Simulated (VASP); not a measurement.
All values below come from PBE GGA, VASP's PBE PAW potentials (set 64) (plane waves; VASP).

VASP input:

### POSCAR
```
Ga4As3P
1
    5.6817630111     0.0000000000    -0.0000000000
    0.0000000000     5.6817630111     0.0000000000
   -0.0000000000    -0.0000000000     5.6817630111
Ga P As
4 1 3
Direct
  0.0047694185   0.0047694185   0.0047694185
  0.4952305815   0.4952305815   0.0047694185
  0.4952305815   0.0047694185   0.4952305815
  0.0047694185   0.4952305815   0.4952305815
  0.2500000000   0.2500000000   0.2500000000
  0.7500000000   0.7500000000   0.2500000000
  0.7500000000   0.2500000000   0.7500000000
  0.2500000000   0.7500000000   0.7500000000
```

### INCAR
```
SYSTEM = Ga4As3P
PREC = Accurate; ENCUT = 400; LREAL = .FALSE.
LASPH = .TRUE.; ICHARG = 11
EDIFF = 1E-6; NELM = 100; ALGO = Normal
LMAXMIX = 4
ISMEAR = 0; SIGMA = 0.05
GGA = PE
LWAVE = .FALSE.; LCHARG = .FALSE.
```

**KPOINTS**
```
k-points along high-symmetry lines
15
Line-mode
Reciprocal
  0.000000   0.000000   0.000000 ! GAMMA
  0.000000   0.500000   0.000000 ! X

  0.000000   0.500000   0.000000 ! X
  0.500000   0.500000   0.000000 ! M

  0.500000   0.500000   0.000000 ! M
  0.000000   0.000000   0.000000 ! GAMMA

  0.000000   0.000000   0.000000 ! GAMMA
  0.500000   0.500000   0.500000 ! R

  0.500000   0.500000   0.500000 ! R
  0.000000   0.500000   0.000000 ! X

  0.500000   0.500000   0.500000 ! R
  0.500000   0.500000   0.000000 ! M
```

POTCAR, in this order: Ga_d P As (PBE.64 set). Program: vasp_std. Read from the step before: CHGCAR.

The resulting files:

File OSZICAR:
```
       N       E                     dE             d eps       ncg     rms          rms(c)
DAV:   1     0.559851201086E+03    0.55985E+03   -0.29182E+04  8141   0.205E+03
DAV:   2     0.547083915316E+02   -0.50514E+03   -0.49353E+03  8356   0.520E+02
DAV:   3    -0.268584686012E+02   -0.81567E+02   -0.78638E+02  9084   0.156E+02
DAV:   4    -0.318530094077E+02   -0.49945E+01   -0.49194E+01  9414   0.381E+01
DAV:   5    -0.320239384017E+02   -0.17093E+00   -0.17030E+00  9543   0.654E+00
DAV:   6    -0.320308519514E+02   -0.69135E-02   -0.69102E-02 11529   0.130E+00
DAV:   7    -0.320309689935E+02   -0.11704E-03   -0.11703E-03  9753   0.146E-01
DAV:   8    -0.320309718148E+02   -0.28213E-05   -0.28214E-05 11013   0.264E-02
DAV:   9    -0.320309718693E+02   -0.54522E-07   -0.54368E-07  6184   0.310E-03
   1 F= -.32030972E+02 E0= -.32030972E+02  d E =-.418209E-12
```

OUTCAR:
```
 val. band max:        3.7243817390   @ k =   0.0000   0.0000   0.0000

 cond. band min:       4.2165255618   @ k =   0.0000   0.0000   0.0000



 k-point     1 :       0.0000    0.0000    0.0000
  band No.  band energies     occupation
      1     -11.0718      2.00000
      2     -11.0718      2.00000
      3     -11.0628      2.00000
      4     -10.9724      2.00000
      5     -10.9724      2.00000
      6     -10.9724      2.00000
      7     -10.9289      2.00000
      8     -10.9289      2.00000
      9     -10.9289      2.00000
     10     -10.9252      2.00000
     11     -10.9252      2.00000
     12     -10.9252      2.00000
     13     -10.9200      2.00000
     14     -10.9200      2.00000
     15     -10.9200      2.00000
     16     -10.8989      2.00000
     17     -10.8989      2.00000
     18     -10.8850      2.00000
     19     -10.8850      2.00000
     20     -10.8850      2.00000
     21      -8.6640      2.00000
     22      -6.3082      2.00000
     23      -6.3082      2.00000
     24      -6.0562      2.00000
     25      -2.9061      2.00000
     26      -2.9061      2.00000
     27      -2.9061      2.00000
     28       1.0961      2.00000
     29       1.0961      2.00000
     30       1.0961      2.00000
     31       1.2385      2.00000
     32       1.2385      2.00000
     33       1.2385      2.00000
     34       3.7244      2.00000
     35       3.7244      2.00000
     36       3.7244      2.00000
     37       4.2165      0.00000
     38       5.1649      0.00000
     39       5.1649      0.00000
     40       5.4139      0.00000
     41       5.4139      0.00000
     42       5.4139      0.00000
     43       5.5700      0.00000

 k-point     2 :       0.0000    0.0357    0.0000
  band No.  band energies     occupation
      1     -11.0717      2.00000
      2     -11.0716      2.00000
      3     -11.0627      2.00000
      4     -10.9728      2.00000
      5     -10.9722      2.00000
      6     -10.9722      2.00000
...
```

The density is held fixed in this step, so its total energy and stress have no physical meaning.

The structure was generated: Ga4As3P was put into an ordered model structure (P-43m), which need not be its known phase. It was relaxed first.
